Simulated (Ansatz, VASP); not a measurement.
**AlNi: VASP beside Ansatz**

Wanted: the spread between two codes on one cell, functional and k mesh. The structure shown is the end of the Ansatz relaxation below.

Calculated with Ansatz 0.2.0; plane waves, with VASP 6.6.1 beside it; single point at LDA.

### Step 1. The structure

The structure is tetragonal, space group P4/mmm (No. 123). Conventional cell: a = 2.719 Å, b = 2.719 Å, c = 3.013 Å, α = 90.00°, β = 90.00°, γ = 90.00°. Al has 8 Ni at 2.44 Å and 4 Al at 2.72 Å nearest. Nearest to Ni lie 8 Al at 2.44 Å and 4 Ni at 2.72 Å. Farther neighbours are not listed.

### Step 2. Ansatz: relaxation, LDA

Ansatz runs on its PAW soft_1 files.

This run makes the geometry at which the two programs are then compared.

input.yaml reads:

```yaml
crystal:
  lattice:
    - [2.7186399561, 0.0, 0.0]
    - [0.0, 2.7186399561, 0.0]
    - [0.0, 0.0, 2.9585284789]
  atoms:
    - { symbol: Al, position: [0.0, 0.0, 0.0] }
    - { symbol: Ni, position: [0.5, 0.5, 0.5] }
kpoints:
  mp_grid: { grid: [16, 16, 16] }
hamiltonian:
  xc: lda
  pseudopotentials: { kind: paw, azcp: { folder: soft_1 }, xc_functional: pbe }
scf:
  occupations: { method: methfessel_paxton, width: 0.2 }
output:
  forces: true
  stress: true
  eigenvalues: true
relax:
  adjacent_minimum: "off"
  f_tol: 0.001
  max_steps: 60
  cell: { stress_tol: 0.01, fix: [a, b, gamma] }
```

Launch:

```console
ansatz run input.yaml --threads 4 --pin off --max-ram 10240MiB --backend cpu --events-out ev --progress --plain --runs-dir out
```

Numbers of over 12 decimals in the logs are rounded to 6 here.

What it wrote:

```text
Engine: ansatz 0.2.0, aarch64-unknown-linux-gnu
Pseudopotentials: kind: paw
Pseudopotential: Al, paw, valence charge 3, recommended cutoff 420 eV (normal), soft_1/Al.paw.azcp
Pseudopotential: Ni, paw, valence charge 18, recommended cutoff 420 eV (normal), soft_1/Ni.paw.azcp
Functional definition: SPW92
  exchange = slater_x
  correlation = pw_c
Crystal: 2 atoms, lattice volume = 21.866 Å³
Basis set: ecut = 420 eV, 437 PW (Γ)
Bands: 15, of which v1, the nominal top of the filled ones, is band 11 counted from 1 (10 counted from 0)
Symmetry: 16 space group operations
Space group: P4/mmm (ITA 123), of the structure as read, at distance tolerance 2.8e-5 Å
k-points: 405 of 4096
Non-local potential: Al, projectors of the file, l = 0: 2, l = 1: 2, l = 2: 1
Non-local potential: Ni, projectors of the file, l = 0: 3, l = 1: 2, l = 2: 3, l = 3: 1
PAW form: soft (Blöchl's): semilocal exchange-correlation on the pseudo side does not see the compensation charge
PAW frozen core: Al, regenerated for the run's functional, and the local potential with it (the file was generated under x = pbe(κ = 0.804, μ = 0.219515), c = pbe(β = 0.066725))
PAW frozen core: Ni, regenerated for the run's functional, and the local potential with it (the file was generated under x = pbe(κ = 0.804, μ = 0.219515), c = pbe(β = 0.066725))
PAW one-centre angular grid: Al, 110 points (default); XC on 64 Gauss nodes
PAW one-centre angular grid: Ni, 590 points (default); XC on 64 Gauss nodes
Initial density: superposition of atomic densities (chi_scale 0.1, normalization cell, long waves kept (reshape's long-wave potential 0.00 eV rms))
Initial wavefunctions: pseudopotential atomic-orbital guess
Functional: x = slater, c = lda
SCF iter   1: F=—  HF=-6287.982380 eV  |F-HF|=—  |Δ(HF+E_count)|=         —  Δρ=6.40e-2  dr2=1.02e0  ethr=3.10e-3  ⟨swp⟩=4.1  Hψ=27038  notcnv=0
preconditioner: auto → none  [metal: Δε(μ)=0.018 eV  Ē_g=10.784 eV  σ=0.200 eV  W_gap=0.08  n_scr=6 (ndim 8)  ℏωp=28.6 eV  f_vac=0.000  D(μ)=0.83/eV (n_scr^D=6)  sad-step TF]
SCF iter   2: F=—  HF=-6287.821811 eV  |F-HF|=—  |Δ(HF+E_count)|=   1.61e-1  S|Δr|=    0.00e0  Δρ=5.39e-2  dr2=7.14e-1  ethr=3.10e-3  ⟨swp⟩=2.0  Hψ=10625  notcnv=0  defer=65
SCF iter   3: F=—  HF=-6287.633080 eV  |F-HF|=—  |Δ(HF+E_count)|=   1.89e-1  S|Δr|=    0.00e0  Δρ=9.45e-3  dr2=2.54e-2  ethr=3.10e-3  ⟨swp⟩=2.0  Hψ=7753  notcnv=0  defer=65
SCF iter   4: F=—  HF=-6287.627008 eV  |F-HF|=—  |Δ(HF+E_count)|=   6.07e-3  S|Δr|=    0.00e0  Δρ=1.25e-3  dr2=1.36e-4  ethr=1.21e-4  ⟨swp⟩=1.2  Hψ=9121  notcnv=0  defer=82
SCF iter   5: F=—  HF=-6287.627139 eV  |F-HF|=—  |Δ(HF+E_count)|=   1.31e-4  S|Δr|=    0.00e0  Δρ=7.69e-4  dr2=6.18e-5  ethr=6.49e-7  ⟨swp⟩=2.0  Hψ=10279  notcnv=0  defer=83
SCF iter   6: F=—  HF=-6287.627135 eV  |F-HF|=—  |Δ(HF+E_count)|=   4.29e-6  S|Δr|=    0.00e0  Δρ=9.53e-5  dr2=1.32e-6  ethr=2.94e-7  ⟨swp⟩=2.2  Hψ=8448  notcnv=0  defer=89
SCF iter   7: F=-6287.627135 eV  HF=-6287.627135 eV  |F-HF|=1.80e-8  |Δ(HF+E_count)|=   1.98e-7  S|Δr|=    0.00e0  Δρ=9.50e-6  dr2=1.45e-8  ethr=4.76e-10  ⟨swp⟩=6.2  Hψ=28309  notcnv=0
SCF 1 converged in 7 iterations: F = -6287.627135 eV  dr2 = 1.45e-8
  greatest PAW one-centre occupation: 1.001 electrons in one spin orbital (limit 2), on the Ni atom at site 1 (counted from 0), in its partial waves of l = 1
relax step   1: F+E_penalty+E_count = -6287.62713491 eV  Δ(F+E_penalty+E_count) = +0.000e0 eV  max|allowed force component| = 2.603e-29 eV/Å  Δτ_max = 0.0000 Å  P = +8.063 GPa  Ω = 21.866 Å³  fix = [a, b, gamma]  reactions: a +10.142, b +10.142 GPa  (7 SCF iters, dr2 threshold 1.00e-7 eV, accepted)
[...]
relax step   4: F+E_penalty+E_count = -6287.63178626 eV  Δ(F+E_penalty+E_count) = -1.973e-6 eV  max|allowed force component| = 6.311e-29 eV/Å  Δτ_max = 0.0000 Å  P = +4.336 GPa  Ω = 22.267 Å³  energy of the carried Pulay correction = -1.374e-4 eV  fix = [a, b, gamma]  reactions: a +6.501, b +6.501 GPa  (3 SCF iters, dr2 threshold 5.11e-8 eV, accepted)
[...]
relax step   5: F+E_penalty+E_count = -6287.63196493 eV  Δ(F+E_penalty+E_count) = -1.787e-4 eV  max|allowed force component| = 1.262e-29 eV/Å  Δτ_max = 0.0000 Å  P = +4.353 GPa  Ω = 22.267 Å³  fix = [a, b, gamma]  reactions: a +6.508, b +6.508 GPa  stress off target by 4.18e-2 GPa on what of the cell is left free  SCF on the basis re-selected at this cell (its energy is not comparable with the rows above)  (6 SCF iters)
[...]
relax step   6: F+E_penalty+E_count = -6287.63196410 eV  Δ(F+E_penalty+E_count) = +8.236e-7 eV  max|allowed force component| = 6.188e-30 eV/Å  Δτ_max = 0.0000 Å  P = +4.313 GPa  Ω = 22.271 Å³  energy of the carried Pulay correction = -1.417e-6 eV  fix = [a, b, gamma]  reactions: a +6.470, b +6.470 GPa  (3 SCF iters, dr2 threshold 4.37e-9 eV, accepted)
[...]
relax step   7: F+E_penalty+E_count = -6287.63196519 eV  Δ(F+E_penalty+E_count) = -1.083e-6 eV  max|allowed force component| = 2.598e-29 eV/Å  Δτ_max = 0.0000 Å  P = +4.313 GPa  Ω = 22.271 Å³  fix = [a, b, gamma]  reactions: a +6.469, b +6.469 GPa  stress off target by 8.43e-4 GPa on what of the cell is left free  SCF on the basis re-selected at this cell (its energy is not comparable with the rows above)  (4 SCF iters)
basis re-selected at this cell: Δ(F+E_penalty+E_count) = -1.083e-6 eV, ΔP = -0.000 GPa vs the last step (what re-selecting the basis moved, of the pressure what is left beyond the Pulay correction that the steps carried, after the strain that the cell walked since its last selection, with what the two solves' SCF thresholds leave and, on support functions, any second-order correction that the steps lacked; it is no m [...]
SCF converged after 4 iterations
Stability not checked: this state was not tested for a lower state beside it, because cold or Methfessel-Paxton smearing, or corrected tetrahedra, fill the levels in a way that the test cannot read (fill_not_monotonic; see scf.lower_state_search)
Free energy (F): -6287.631965 eV
Harris-Foulkes:  -6287.631965 eV  (|F-HF|=1.82e-12)
Internal energy: -6287.631297 eV  (E = F + TS)
E sigma→0 (E₀):  -6287.631798 eV
Entropy (-TS):   -0.000668 eV (-0.334 meV/atom)
Fermi energy:    14.777849 eV
--- Per-component energies (eV) ---
  E_band       = -320.228433
  E_kinetic    = 371.722622
  E_local      = -3663.988544  (includes V_loc(G=0)·N_el)
  E_nonlocal   = -101.742886
  E_hartree    = 1929.677027
  E_xc         = -152.817010
  E_vxc        = -179.178032  (∫ρ·V_xc dr)
  E_paw        = -2037.545535  (= ΣΔE_a)
  E_vpaw       = -606.396530  (= ΣTr[D̂ρ^β])
  E_aug_tail   = 0.000864  (compensation charges beyond the density's cutoff)
  E_ewald      = -2633.427673
  E_core_change = 0.489838  (= ΣΔE_core)
  E_smearing   = -0.000668  (= −TS)
  E_closure    = 0.000000  (closes the sum)
  Σ components = -6287.631965   (vs F -6287.631965, Δ=0.00e0)
--- Forces (eV/Å), atoms counted from 1 ---
  atom   1  Al    -0.00000000    -0.00000000     0.00000000
  atom   2  Ni     0.00000000     0.00000000     0.00000000
  max |Σ_I F_I| component: 4.90e-29 eV/Å
--- Stress (GPa, compression-positive) ---
        6.469380       0.000000       0.000000
        0.000000       6.469380       0.000000
        0.000000       0.000000       0.000843
  P = ⅓ Tr σ = 4.3132 GPa (43.132 kbar)
--- Band table (eV; the first three rows and the last of 405) ---
  k-point 0: bands = [... 7 lower, 12.9981, 12.9981, 13.2920, 18.1489, 21.8616, 21.8616, 22.3795, 23.5641]
  k-point 1: bands = [... 7 lower, 12.9770, 12.9770, 13.2940, 17.6319, 21.9448, 21.9448, 22.9634, 23.5535]
  k-point 2: bands = [... 7 lower, 12.9177, 12.9177, 13.2997, 16.5755, 22.1902, 22.1902, 23.5225, 24.2124]
  k-point 404: bands = [... 7 lower, 13.5343, 13.8475, 16.5882, 16.8460, 16.8460, 19.0676, 19.2120, 19.2120]
--- Relaxed structure (5 steps of the walk, 5 accepted, 2 SCFs on fresh bases) ---
  F+E_penalty+E_count = -6287.63196519 eV   max|allowed force component| = 2.598e-29 eV/Å   (the final SCF, on the basis selected at the relaxed cell)
  cell:  # Å, volume = 22.2713 Å³
    - [2.7186399561, 0.0, 0.0]
    - [0.0, 2.7186399561, 0.0]
    - [0.0, 0.0, 3.013295]
  atoms:
    - { symbol: Al, position: [0, 0, 0.0] }
    - { symbol: Ni, position: [0.5, 0.5, 0.5] }
```

In the SCF lines HF is the Harris–Foulkes energy and dr2 the Hartree energy of the density residual, in eV; the loop may stop once dr2 is under the threshold and the program's other checks hold. Hψ counts applications of the Hamiltonian.

### Step 3. VASP: single point, LDA, pair 1

The same cell, functional (in two slightly different forms), mesh and smearing now go to VASP, with its own data sets.

Lines of VASP's logs that name or quote its potential files are left out, and so is its time.

INCAR reads:

```
SYSTEM = AlNi
PREC = Accurate
ENCUT = 600
EDIFF = 1E-06
NELM = 120
ISMEAR = 1
SIGMA = 0.2
LREAL = .FALSE.
ALGO = Normal
GGA = PW92
NBANDS = 12
LASPH = .TRUE.
LORBIT = 11
LWAVE = .FALSE.
LCHARG = .FALSE.
ISIF = 2
GGA_COMPAT = .FALSE.
KPAR = 2
```

POSCAR reads:

```
AlNi
1.0
    2.7186399561      0.0000000000      0.0000000000
    0.0000000000      2.7186399561      0.0000000000
    0.0000000000      0.0000000000      3.0132949435
Al Ni
1 1
Direct
    0.0000000000      0.0000000000      0.0000000000
    0.5000000000      0.5000000000      0.5000000000
```

KPOINTS reads:

```
Automatic mesh
0
Gamma
16 16 16
0 0 0
```

Potentials, in the order of the species: Al and Ni (LDA family, release 64).

Launch:

```console
mpirun -np 2 vasp_std
```

What it wrote:

```text
[banner, memory and clock lines left out]
running    2 mpi-ranks, on    1 nodes
 distrk:  each k-point on    1 cores,    2 groups
 distr:  one band on    1 cores,    1 groups

 POSCAR found type information on POSCAR AlNi
 POSCAR found :  2 types and       2 ions
|                                                                             |
|               ----> ADVICE to this user running VASP <----                  |
|                                                                             |
|     You enforced a specific xc type in the INCAR file but a different       |
|     [... a line on the potential file left out ...]
|     I HOPE YOU KNOW WHAT YOU ARE DOING!                                     |
|                                                                             |

 LDA part: xc-table for (Slater(with rela. corr.)+PW92), standard interpolation
 POSCAR, INCAR and KPOINTS ok, starting setup
 FFT: planning ... GRIDC
 FFT: planning ... GRID_SOFT
 FFT: planning ... GRID
 WAVECAR not read
 entering main loop
       N       E                     dE             d eps       ncg     rms          rms(c)
DAV:   1     0.444048181367E+02    0.44405E+02   -0.62083E+03  9848   0.131E+03
DAV:   2    -0.117745910077E+02   -0.56179E+02   -0.51979E+02 10004   0.211E+02
DAV:   3    -0.136204316592E+02   -0.18458E+01   -0.18223E+01 11744   0.446E+01
DAV:   4    -0.136447234928E+02   -0.24292E-01   -0.24283E-01 10884   0.460E+00
DAV:   5    -0.136453143632E+02   -0.59087E-03   -0.59086E-03 11688   0.799E-01    0.125E+01
DAV:   6    -0.152612177023E+02   -0.16159E+01   -0.46118E+01 10860   0.112E+02    0.148E+01
DAV:   7    -0.121770818184E+02    0.30841E+01   -0.13913E+01 10988   0.673E+01    0.105E+00
DAV:   8    -0.121610634395E+02    0.16018E-01   -0.28840E-01 11784   0.628E+00    0.106E+00
DAV:   9    -0.121444306849E+02    0.16633E-01   -0.47661E-02 11852   0.330E+00    0.173E-01
DAV:  10    -0.121440714301E+02    0.35925E-03   -0.95593E-04 11780   0.443E-01    0.885E-02
DAV:  11    -0.121440709428E+02    0.48731E-06   -0.35120E-05 12664   0.648E-02    0.239E-02
DAV:  12    -0.121440700558E+02    0.88704E-06   -0.34398E-06  8936   0.301E-02
   1 F= -.12144070E+02 E0= -.12143770E+02  d E =-.901001E-03
```

Parts of OUTCAR (step 3):

```text
ion  position               nearest neighbor table
   1  0.000  0.000  0.000-   2 2.44   2 2.44   2 2.44   2 2.44   2 2.44   2 2.44   2 2.44   2 2.44

  LATTYP: Found a simple tetragonal cell.
 ALAT       =     2.7186399561
 C/A-ratio  =     1.1083832329

 Subroutine GETGRP returns: Found 16 space group operations
 (whereof 16 operations were pure point group operations)

The static configuration has the point symmetry D_4h.

 Found    405 irreducible k-points:

   k-points           NKPTS =    405   k-points in BZ     NKDIM =    405   number of bands    NBANDS=     12

   dimension x,y,z NGX =    24 NGY =   24 NGZ =   24
   dimension x,y,z NGXF=    48 NGYF=   48 NGZF=   48

   ENCUT  =  600.0 eV  44.10 Ry    6.64 a.u.   5.43  5.43  6.02*2*pi/ulx,y,z

   NELECT =      13.0000    total number of electrons

 k-points in reciprocal lattice and weights: Automatic mesh
   0.00000000  0.00000000  0.00000000       0.000
   0.06250000  0.00000000  0.00000000       0.001
   0.12500000  0.00000000  0.00000000       0.001
   0.18750000  0.00000000  0.00000000       0.001
   0.25000000  0.00000000  0.00000000       0.001
   0.31250000  0.00000000  0.00000000       0.001
   0.37500000  0.00000000  0.00000000       0.001
   0.43750000  0.00000000  0.00000000       0.001
   0.50000000  0.00000000  0.00000000       0.000
[...]
0.50000000  0.43750000  0.50000000       0.001
   0.50000000  0.50000000  0.50000000       0.000

 average (electrostatic) potential at core
       1 -67.3429       2 -80.7340

 E-fermi :  10.7210

 k-point     1 :       0.0000    0.0000    0.0000
  band No.  band energies     occupation
    ...
      2       7.0358      2.00000
      3       7.1516      2.00000
      4       8.9289      2.00000
      5       8.9289      2.00000
      6       9.2230      2.00000
      7      14.1157     -0.00000
      8      17.8265      0.00000
      9      17.8265      0.00000
     10      18.3584      0.00000
     11      19.5659      0.00000
    ...

 k-point     2 :       0.0625    0.0000    0.0000
  band No.  band energies     occupation
    ...
      2       7.0575      2.00000
      3       7.1603      2.00000
      4       8.8718      2.00000
      5       8.9339      2.00000
      6       9.1890      2.00000
      7      14.2388     -0.00000
      8      16.7273      0.00000
      9      17.9259      0.00000
     10      18.4626      0.00000
     11      20.4053      0.00000
    ...

 k-point     3 :       0.1250    0.0000    0.0000
  band No.  band energies     occupation
    ...
      2       7.1103      2.00000
      3       7.1826      2.00000
      4       8.7187      2.00000
      5       8.9479      2.00000
      6       9.0947      2.00000
      7      14.5905     -0.00000
      8      15.1162      0.00000
      9      18.2171      0.00000
     10      18.5126      0.00000
     11      21.5028      0.00000
    ...

  Total        0.9593015      0.9593015      0.0352872      0.0000000     -0.0000000      0.0000000
  in kB       69.0113713     69.0113713      2.5385348      0.0000000     -0.0000000      0.0000000
  external PRESSURE =      46.8537591 kB  Pullay stress =       0.0000000 kB

  energy-cutoff  :      600.00
  volume of cell :       22.27
      direct lattice vectors                 reciprocal lattice vectors
     2.718639956  0.000000000  0.000000000     0.367830980  0.000000000  0.000000000
     0.000000000  2.718639956  0.000000000     0.000000000  0.367830980  0.000000000
     0.000000000  0.000000000  3.013294944     0.000000000  0.000000000  0.331862635

 POSITION                                       TOTAL-FORCE (eV/Angst)
 -----------------------------------------------------------------------------------
      0.00000      0.00000      0.00000         0.000000      0.000000      0.000000
      1.35932      1.35932      1.50665         0.000000      0.000000      0.000000
 -----------------------------------------------------------------------------------
    total drift:                                0.000000      0.000000     -0.000000

  FREE ENERGIE OF THE ION-ELECTRON SYSTEM (eV)
  ---------------------------------------------------
  free  energy   TOTEN  =       -12.1440700558 eV

  energy  without entropy=      -12.1431690551  energy(sigma->0) =      -12.14376972

 total charge
# of ion       s       p       d       tot
------------------------------------------
    1        0.398   0.452   0.000   0.850
    2        0.513   0.582   8.526   9.620
--------------------------------------------------
tot          0.911   1.034   8.526  10.471

[... 3 further parts left out ...]
```

This run has no spin polarisation, so a moment on Ni, if there is one, isn't seen. Its electron count is odd, so without a moment it is a metal by construction.

### Step 4. Comparison

Known differences besides the potentials themselves: the data sets hold 21 valence electrons in Ansatz (on its PAW soft_1 files) and 13 in VASP; the cutoff is 420 eV in Ansatz and 600 eV in VASP; VASP's log shows a relativistic correction to its local exchange, Ansatz's none; Ansatz's pressure holds a Pulay correction, VASP's none. Total energies have different zeros and are not compared.

Compared:

```
      quantity  Ansatz  VASP  difference
pressure (GPa)    4.31  4.69       -0.37
```

### Step 5. Ansatz: relaxation, LDA

This run makes the geometry at which the two programs are then compared. The cell compared in this pair holds 21.50 Å³, against 22.27 Å³ for the pair before.

The structure compared here is the end of the Ansatz relaxation.

input.yaml, the sections that differ from step 2:

```yaml
crystal:
  lattice:
    - [2.774378735, 0.0557387789, 0.0557387789]
    - [0.0557387789, 2.774378735, 0.0557387789]
    - [0.0557387789, 0.0557387789, 2.774378735]
  atoms:
    - { symbol: Al, position: [0.0, 0.0, 0.0] }
    - { symbol: Ni, position: [0.5, 0.5, 0.5] }
  conventional_axes: [[1, -1, 0], [0, 1, -1], [1, 1, 1]]
# kpoints, hamiltonian, scf, output, relax: as in step 2
```

Launch:

```console
ansatz run input.yaml --threads 4 --pin off --max-ram 10240MiB --backend cpu --events-out ev --progress --plain --runs-dir out
```

What it wrote:

```text
[...]
Crystal: 2 atoms, lattice volume = 21.329 Å³
Basis set: ecut = 420 eV, 419 PW (Γ)
Bands: 15, of which v1, the nominal top of the filled ones, is band 11 counted from 1 (10 counted from 0)
Symmetry: 12 space group operations
[...]
k-points: 417 of 4096
[...]
k-point 416: bands = [... 7 lower, 14.2807, 14.2807, 16.5017, 17.6827, 17.6827, 19.7228, 20.2154, 20.7233]
--- Relaxed structure (5 steps of the walk, 5 accepted, 2 SCFs on fresh bases) ---
[...]
cell:  # Å, volume = 21.4963 Å³
    - [2.781908, 0.063269, 0.063269]
    - [0.063269, 2.781908, 0.063269]
    - [0.063269, 0.063269, 2.781908]
  atoms:
    - { symbol: Al, position: [0, 0, 0] }
    - { symbol: Ni, position: [0.500000, 0.500000, 0.5] }
[key lines of the parts left out:]
SCF converged after 4 iterations
Free energy (F): -6287.573928 eV
Fermi energy:    15.422673 eV
P = ⅓ Tr σ = 12.4783 GPa (124.783 kbar)
```

(Continued in part 2 of 2.)

[Lines on the potential files, build, host, timing and source positions are cut from VASP's logs without a mark.]

[Logs are printed without paths, hosts, clocks, repeated set-up lines and the standing remarks that a program may print on its own settings, such as how far it seeks lower states.]

[Hosts, paths, dates, database ids (printed as entryN), source tags and the programs' standing remarks are cut or masked in the printed files.]
